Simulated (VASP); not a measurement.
**AgCl (Chlorargyrite): single point with PBE**

Crystal: AgCl (Chlorargyrite).

```
Ag Cl
1.0
     0.00000    2.80534    2.80534
     2.80534    0.00000    2.80534
     2.80534    2.80534    0.00000
Ag Cl
1 1
Direct
  0.00000 0.00000 0.00000
  0.50000 0.50000 0.50000
```

* Program: VASP 6.6.1
* Task: single point
* Functional: PBE
* Potentials or basis: VASP PAW PBE potentials, release 64 (Ag, Cl)
* Cutoff: 520 eV
* k mesh: 8 × 8 × 8
* Occupations: gaussian, width 0.02 eV
* Spin: non-collinear spin, zero start, spin-orbit coupling
* Starting moments: [[0.0, 0.0, 0.0], [0.0, 0.0, 0.0]] μB

The pressure is -0.1 GPa. The net moment is 0.00 μB per cell and the valence electrons inside the program's atomic spheres are Ag 9.69; Cl 5.07.

Moments on the atoms (μB; x, y, z):
```
Ag  0.00 0.00 0.00
Cl  0.00 0.00 0.00
```

It took 87 s on 1 thread of Intel(R) Xeon(R) Platinum 8488C (Sapphire Rapids) (shared host), peak memory 0.3 GiB.
